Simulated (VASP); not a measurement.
Data:

```
FePt
1.0
    2.72000     0.00000     0.00000
    0.00000     2.72000     0.00000
    0.00000     0.00000     3.71000
Fe Pt
1 1
Direct
  0.00000   0.00000   0.00000
  0.50000   0.50000   0.50000
```
Starting moments (μB, in the order of the record's atoms Fe Pt): 3.0 0.0.

These are PBEsol GGA, VASP's PBE PAW potentials (set 64) (plane waves; VASP) values and carry that method's errors. Run with 400 eV cut-off, 12×12×9 Γ-centred mesh, first-order Methfessel-Paxton smearing of 0.10 eV, potentials Fe Pt.

Energy and stress use the plane-wave basis of the starting cell.

### Question
The ions, cell shape and volume are relaxed. Which structure does the run end with?

### Answer

```
FePt
1.0
    2.68588     0.00000     0.00000
    0.00000     2.68588     0.00000
    0.00000     0.00000     3.71297
Fe Pt
1 1
Direct
  0.00000   0.00000   0.00000
  0.50000   0.50000   0.50000
```
Space group P4/mmm (123), at a tolerance of 0.03 Å. The cell ends with 3.20 μB, on the sites 2.85 0.31 μB.

### Question
How do energy and volume change from the first to the last step?

### Answer
The energy (σ→0) changes by -6.3 meV/atom and the volume by -2.4 %, in 6 ionic steps.

| step | E(σ→0) (eV) | max force (eV/Å) | pressure (GPa) | volume (Å³) |
|---|---|---|---|---|
| 1 | -16.2771 | 0.000 | -5.28 | 27.45 |
| 2 | -16.2534 | 0.000 | 10.93 | 25.69 |
| 3 | -16.2888 | 0.000 | 0.02 | 26.79 |
| 4 | -16.2888 | 0.000 | 0.22 | 26.78 |
| 5 | -16.2895 | 0.000 | 0.07 | 26.78 |
| 6 | -16.2897 | 0.000 | 0.04 | 26.79 |

The compound is FePt in the L1_0 structure. This run relaxes it. Symmetry was kept, so distortions that lower it aren't found.
